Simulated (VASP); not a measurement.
# KSiTe2 (I4/mcm) in VASP: single point with PBE

Aim: the single point of KSiTe2 with PBE.

All numbers are computed with VASP 6.6.1; they aren't measurements. Logs are shortened: lines on timing, memory, paths and dates and some standing lists are left out, and cuts for length are marked.

## 1. Starting point

The structure is tetragonal, space group I4/mcm (No. 140). Conventional cell: a = 8.344 Å, b = 8.344 Å, c = 7.096 Å, α = 90.00°, β = 90.00°, γ = 90.00°. K (site symmetry 422) is surrounded by 2 K at 3.55 Å and 8 Te at 3.55 Å. Si (site symmetry -42m) is surrounded by 4 Te at 2.73 Å. Te (site symmetry m2m) has 2 Si at 2.73 Å as nearest neighbours.

The cell was built by a generator and needn't be a form met in nature.

## 2. Single point, PBE

File INCAR:

```
SYSTEM = KSiTe2
PREC = Accurate
ENCUT = 520
EDIFF = 1E-7
ISMEAR = -1
SIGMA = 0.1
LREAL = .False.
LASPH = .True.
NELM = 80
ALGO = Fast
ISIF = 2
LWAVE = .False.
LCHARG = .True.
GGA = PE
LELF = .True.
LVHAR = .True.
NBANDS = 35
```

File KPOINTS:

```
Automatic mesh
0
Gamma
  6 6 6
  0 0 0
```

File POSCAR:

```
KSiTe2
1.0
   -4.1721740000      4.1721740000      3.5481430000
    4.1721740000     -4.1721740000      3.5481430000
    4.1721740000      4.1721740000     -3.5481430000
K Si Te
2 2 4
Direct
    0.2500000000      0.2500000000      0.0000000000
    0.7500000000      0.7500000000      0.0000000000
    0.7500000000      0.2500000000      0.5000000000
    0.2500000000      0.7500000000      0.5000000000
    0.1754400000      0.3245600000      0.5000000000
    0.3245600000      0.8245600000      0.1491200000
    0.8245600000      0.6754400000      0.5000000000
    0.6754400000      0.1754400000      0.8508800000
```

Potentials or basis: VASP PAW PBE potentials, release 64 (K_sv, Si, Te).

The run is started by

```console
$ cat potpaw_PBE.64/K_sv/POTCAR potpaw_PBE.64/Si/POTCAR potpaw_PBE.64/Te/POTCAR > POTCAR
$ mpirun -np 1 vasp_std > vasp.out
```

OUTCAR:

```text
SYSTEM = KSiTe2
   PREC = Accurate
   ENCUT = 520
   EDIFF = 1E-7
   ISMEAR = -1
   LREAL = .False.
   LASPH = .True.
   NELM = 80
   ISIF = 2
   GGA = PE

 ion  position               nearest neighbor table
   1  0.250  0.250  0.000-   2 3.55   2 3.55   8 3.55   6 3.55   5 3.55   7 3.55   7 3.55   5 3.55
                             6 3.55   8 3.55
   2  0.750  0.750  0.000-   1 3.55   1 3.55   8 3.55   6 3.55   7 3.55   5 3.55   5 3.55   7 3.55
                             6 3.55   8 3.55
   3  0.750  0.250  0.500-   8 2.73   6 2.73   7 2.73   5 2.73
   4  0.250  0.750  0.500-   6 2.73   8 2.73   7 2.73   5 2.73
   5  0.175  0.325  0.500-   3 2.73   4 2.73   2 3.55   1 3.55   1 3.55   2 3.55
   6  0.325  0.825  0.149-   4 2.73   3 2.73   1 3.55   2 3.55   1 3.55   2 3.55
   7  0.825  0.675  0.500-   3 2.73   4 2.73   1 3.55   2 3.55   2 3.55   1 3.55
   8  0.675  0.175  0.851-   3 2.73   4 2.73   1 3.55   2 3.55   1 3.55   2 3.55

  LATTYP: Found a body centered tetragonal cell.
 ALAT       =     8.3443480000
 C/A-ratio  =     0.8504302553

  Lattice vectors:

 A1 = (  -4.1721740000,   4.1721740000,   3.5481430000)
 A2 = (   4.1721740000,  -4.1721740000,   3.5481430000)
 A3 = (   4.1721740000,   4.1721740000,  -3.5481430000)

Analysis of symmetry for initial positions (statically):
=====================================================================
 Subroutine PRICEL returns:
 Original cell was already a primitive cell.

 Routine SETGRP: Setting up the symmetry group for a
 body centered tetragonal supercell.

 Subroutine GETGRP returns: Found 16 space group operations
 (whereof  8 operations were pure point group operations)
 out of a pool of 16 trial point group operations.

The static configuration has the point symmetry C_4h.
 The point group associated with its full space group is D_4h.

Analysis of symmetry for dynamics (positions and initial velocities):
=====================================================================
 Subroutine PRICEL returns:
 Original cell was already a primitive cell.

 Routine SETGRP: Setting up the symmetry group for a
 body centered tetragonal supercell.

 Subroutine GETGRP returns: Found 16 space group operations
 (whereof  8 operations were pure point group operations)
 out of a pool of 16 trial point group operations.

The dynamic configuration has the point symmetry C_4h.
 The point group associated with its full space group is D_4h.

 Subroutine INISYM returns: Found 16 space group operations
 (whereof  8 operations are pure point group operations),
 and found     1 'primitive' translations

----------------------------------------------------------------------------------------

                                     Primitive cell

  volume of cell :     247.0506

  direct lattice vectors                    reciprocal lattice vectors
    -4.172174000  4.172174000  3.548143000     0.000000000  0.119841598  0.140918785
     4.172174000 -4.172174000  3.548143000     0.119841598  0.000000000  0.140918785
     4.172174000  4.172174000 -3.548143000     0.119841598  0.119841598  0.000000000

  length of vectors
     6.885012020  6.885012020  6.885012020     0.184986790  0.184986790  0.169481613

  position of ions in fractional coordinates (direct lattice)
     0.250000000  0.250000000  0.000000000
     0.750000000  0.750000000  0.000000000
     0.750000000  0.250000000  0.500000000
     0.250000000  0.750000000  0.500000000
     0.175440000  0.324560000  0.500000000
     0.324560000  0.824560000  0.149120000
     0.824560000  0.675440000  0.500000000
     0.675440000  0.175440000  0.850880000

  ion indices of the primitive-cell ions
   primitive index   ion index
                 1           1
                 2           2
                 3           3
                 4           4
                 5           5
                 6           6
                 7           7
                 8           8

----------------------------------------------------------------------------------------

 KPOINTS: Automatic mesh

Automatic generation of k-mesh.
 Grid dimensions read from file:
 generate k-points for:    6    6    6

 Generating k-lattice:

  Cartesian coordinates                     Fractional coordinates (reciprocal lattice)
     0.000000000  0.019973600  0.023486464     0.166666667 -0.000000000  0.000000000
     0.019973600  0.000000000  0.023486464    -0.000000000  0.166666667  0.000000000
     0.019973600  0.019973600  0.000000000     0.000000000  0.000000000  0.166666667

  Length of vectors
     0.030831132  0.030831132  0.028246936

  Shift w.r.t. Gamma in fractional coordinates (k-lattice)
     0.000000000  0.000000000  0.000000000

 Subroutine IBZKPT returns following result:
 ===========================================

 Found     30 irreducible k-points:

 Following reciprocal coordinates:
            Coordinates               Weight
  0.000000  0.000000  0.000000      1.000000
  0.166667  0.000000  0.000000      8.000000
  0.333333  0.000000  0.000000      8.000000
  0.500000  0.000000  0.000000      4.000000
  0.166667  0.166667 -0.000000      8.000000
  0.333333  0.166667  0.000000     16.000000
[... 16 lines left out ...]
 -0.333333 -0.333333  0.166667      8.000000
 -0.166667 -0.333333  0.166667      8.000000
 [... further k-points ...]
   k-points           NKPTS =     30   k-points in BZ     NKDIM =     30   number of bands    NBANDS=     35
   number of dos      NEDOS =    301   number of ions     NIONS =      8
   total plane-waves  NPLWV = 157464
   dimension x,y,z NGX =    54 NGY =   54 NGZ =   54
   dimension x,y,z NGXF=   108 NGYF=  108 NGZF=  108
   ions per type =               2   2   4
   NGX,Y,Z   is equivalent  to a cutoff of  13.04, 13.04, 13.04 a.u.
   NGXF,Y,Z  is equivalent  to a cutoff of  26.08, 26.08, 26.08 a.u.
 SYSTEM =  KSiTe2
   PREC   = accura    normal or accurate (medium, high low for compatibility)
   ISTART =      0    job   : 0-new  1-cont  2-samecut
   ICHARG =      2    charge: 1-file 2-atom 10-const
   ISPIN  =      1    spin polarized calculation?
   LNONCOLLINEAR =      F non collinear calculations
   LSORBIT =      F    spin-orbit coupling
   LASPH  =      T    aspherical Exc in radial PAW
   ENCUT  =  520.0 eV  38.22 Ry    6.18 a.u.  12.80 12.80 12.80*2*pi/ulx,y,z
   NELM   =     80;   NELMIN=  2; NELMDL= -5     # of ELM steps
   EDIFF  = 0.1E-06   stopping-criterion for ELM
   LREAL  =      F    real-space projection
   EDIFFG = 0.1E-05   stopping-criterion for IOM
   NSW    =      0    number of steps for IOM
   IBRION =     -1    ionic relax: 0-MD 1-quasi-New 2-CG
   NFREE  =      0    steps in history (QN), initial steepest desc. (CG)
   ISIF   =      2    stress and relaxation
   ISYM   =      2    0-nonsym 1-usesym 2-fastsym
   POTIM  = 0.5000    time-step for ionic-motion
   TEBEG  =    0.0;   TEEND  =   0.0 temperature during run
   PSTRESS=    0.0 pullay stress
   NELECT =      50.0000    total number of electrons
   NUPDOWN=      -1.0000    fix difference up-down
   EMIN   =  10.00;   EMAX   =-10.00  energy-range for DOS
   EFERMI =   0.00;   METHOD = LEGACY
   ISMEAR =    -1;   SIGMA  =   0.10  broadening in eV -4-tet -1-fermi 0-gaus
   EFERMI_NEDOS =   21; number of points for ismear=-14 and -15
   IALGO  =     68    algorithm
   IMIX   =      4    mixing-type and parameters
     AMIX     =   0.40;   BMIX     =  1.00
     AMIX_MAG =   1.60;   BMIX_MAG =  1.00
  volume/ion in A,a.u.               =      30.88       208.40
  Fermi-wavevector in a.u.,A,eV,Ry     =   0.961176  1.816359 12.569865  0.923859
  Thomas-Fermi vector in A             =   2.090525
   LORBIT       =      0    0 simple, 1 ext, 2 COOP (PROOUT), +10 PAW based schemes
   GGA     = PE    functional components
   LHFCALC =     F    Hartree Fock is set to
   AEXX    =    0.0000 exact exchange contribution
   IVDW    =     0    specifies the selected vdW correction
   LEPSILON=     F    determine dielectric tensor
   LRPA    =     F    only Hartree local field effects (RPA)
 non-spin polarized calculation
 RMM-DIIS sequential band-by-band and
  energy-cutoff  :      520.00
  volume of cell :      247.05
 maximum number of plane-waves:      6697
 NGX is ok and might be reduce to    54
   NGX = 25   NGY = 25   NGZ = 25

 number of electron      50.0000006 magnetization

 Free energy of the ion-electron system (eV)
  ---------------------------------------------------
  ext. energy  EPLUGINS =         0.00000000
  ---------------------------------------------------
  free energy    TOTEN  =       -28.53079322 eV

  energy without entropy =      -28.45898959  energy(sigma->0) =      -28.49489140

 E-fermi :   4.7143     XC(G=0):  -8.7410

 val. band max:        4.6256614502   @ k =   0.3333   0.1667   0.1667
 cond. band min:       4.7310578527   @ k =  -0.1667  -0.1667   0.1667
 fundamental gap:      0.1053964025
 Fermi energy:         4.7142724248

 k-point     1 :       0.0000    0.0000    0.0000
  band No.  band energies     occupation
      1     -26.1586      2.00000
      2     -26.1137      2.00000
      3      -9.9791      2.00000
      4      -9.6841      2.00000
      5      -9.6841      2.00000
      6      -9.6112      2.00000
[... 27 lines left out ...]
     34       8.2052      0.00000
     35       9.2684      0.00000

 k-point     2 :       0.1667    0.0000    0.0000
  band No.  band energies     occupation
      1     -26.1556      2.00000
      2     -26.1167      2.00000
      3      -9.9503      2.00000
      4      -9.6843      2.00000
      5      -9.6818      2.00000
      6      -9.6187      2.00000
[... 27 lines left out ...]
     34       8.3351      0.00000
     35       8.8891      0.00000
[... 796 lines left out ...]
     34       8.9493      0.00000
     35       9.2677      0.00000

 k-point    24 :      -0.1667   -0.3333    0.1667
  band No.  band energies     occupation
      1     -26.1363      2.00000
      2     -26.1361      2.00000
      3      -9.7647      2.00000
      4      -9.7490      2.00000
      5      -9.6714      2.00000
      6      -9.6709      2.00000
[... 27 lines left out ...]
     34       8.6898      0.00000
     35       8.9861      0.00000

 [... further k-points ...]
[... 5 lines left out ...]
  --------------------------------------------------------------------------------------
  -------------------------------------------------------------------------------------
  Total        1.4274641      1.4274641     -1.2238475      0.0000000     -0.0000000      0.0000000
  in kB        9.2574175      9.2574175     -7.9369191      0.0000000     -0.0000000      0.0000000
  external PRESSURE =       3.5259720 kB  Pullay stress =       0.0000000 kB

 VOLUME and BASIS-vectors are now :
 -----------------------------------------------------------------------------
  energy-cutoff  :      520.00
  volume of cell :      247.05
      direct lattice vectors                 reciprocal lattice vectors
    -4.172174000  4.172174000  3.548143000     0.000000000  0.119841598  0.140918785
     4.172174000 -4.172174000  3.548143000     0.119841598  0.000000000  0.140918785
     4.172174000  4.172174000 -3.548143000     0.119841598  0.119841598  0.000000000

 POSITION                                       TOTAL-FORCE (eV/Angst)
 -----------------------------------------------------------------------------------
      0.00000      0.00000      1.77407        -0.000000     -0.000000     -0.000000
      0.00000      0.00000      5.32221        -0.000000     -0.000000     -0.000000
      0.00000      4.17217      1.77407        -0.000000     -0.000000     -0.000000
      4.17217      0.00000      1.77407        -0.000000     -0.000000     -0.000000
      2.70824      1.46393      0.00000         0.205759     -0.205759     -0.000000
      2.70824     -1.46393      3.54814         0.205759      0.205759      0.000000
      1.46393      2.70824      3.54814        -0.205759      0.205759     -0.000000
      1.46393      5.63611      0.00000        -0.205759     -0.205759     -0.000000
 -----------------------------------------------------------------------------------
    total drift:                                0.000000     -0.000000      0.000000

  FREE ENERGIE OF THE ION-ELECTRON SYSTEM (eV)
  ---------------------------------------------------
  free  energy   TOTEN  =       -28.5307932182 eV

  energy  without entropy=      -28.4589895897  energy(sigma->0) =      -28.49489140
```

Run time: 5.8 min. Hardware: 1 thread of Intel Xeon 6975P-C (Granite Rapids), shared host; peak memory 0.54 GiB.

Results:

```
Free energy            : -28.5308 eV
Pressure               : 0.4 GPa
Largest force          : 0.291 eV/Å
Band gap on the k mesh : none (metal or under the smearing width)
```

Forces on the atoms (eV/Å):
```
K    0.000  0.000  0.000
K    0.000  0.000  0.000
Si   0.000  0.000  0.000
Si   0.000  0.000  0.000
Te   0.206 -0.206  0.000
Te   0.206  0.206  0.000
Te  -0.206  0.206  0.000
Te  -0.206 -0.206  0.000
```

Spin-orbit coupling is left out, which matters for the levels of Te.
